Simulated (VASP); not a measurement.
Write the native input for VASP 6.6.1 that does the following.

```yaml
Task: single point
Functional: PBE
Potentials_or_basis: VASP PAW PBE potentials, release 64 (B, F, H)
Cutoff: 520 eV
k_mesh: 1 × 1 × 1
Occupations: gaussian, width 0.01 eV
Spin: no spin polarisation
Further_INCAR_settings: ALGO = Normal; EDIFF = 1e-07; NBANDS = 14
```

The structure of BFH2 lies in POSCAR:

```
BH2F
1.0
   12.0000000000      0.0000000000      0.0000000000
    0.0000000000     11.0000000000      0.0000000000
    0.0000000000      0.0000000000     11.0000000000
B F H
1 1 2
Direct
    0.4967791700      0.4906136400      0.5082772700
    0.5874875000      0.4640045500      0.5701590900
    0.4146791700      0.4319681800      0.5280045500
    0.5019041700      0.5718500000      0.4360227300
```

The input as run:

INCAR

```
SYSTEM = BH2F
ALGO     = Normal         ! electronic algorithm
EDIFF    = 1E-7           ! SCF threshold, eV
ENCUT    = 520            ! plane-wave cutoff, eV
GGA      = PE             ! functional
ISIF     = 2              ! what is computed and relaxed
ISMEAR   = 0              ! smearing method
LASPH    = .TRUE.         ! aspherical terms in the spheres
LCHARG   = .FALSE.        ! write CHGCAR
LREAL    = .FALSE.        ! projectors in reciprocal space
LWAVE    = .FALSE.        ! write WAVECAR
NBANDS   = 14             ! bands
NELM     = 80             ! most SCF steps
PREC     = Accurate       ! precision mode
SIGMA    = 0.01           ! smearing width, eV
```

KPOINTS

```
k-points
0
G
  1 1 1
  0 0 0
```

Potentials or basis: VASP PAW PBE potentials, release 64 (B, F, H).

Launch:

```sh
$ cat potpaw_PBE.64/B/POTCAR potpaw_PBE.64/F/POTCAR potpaw_PBE.64/H/POTCAR > POTCAR
$ mpirun -np 1 vasp_gam > vasp.out
```

It gave:

```yaml
Largest_force: 0.720 eV/Å
Gap_between_the_frontier_levels: 5.48 eV
```

Wall time 67 s on 1 thread of Intel(R) Xeon(R) 6975P-C (Granite Rapids), on a shared host, peak memory 1 GiB.
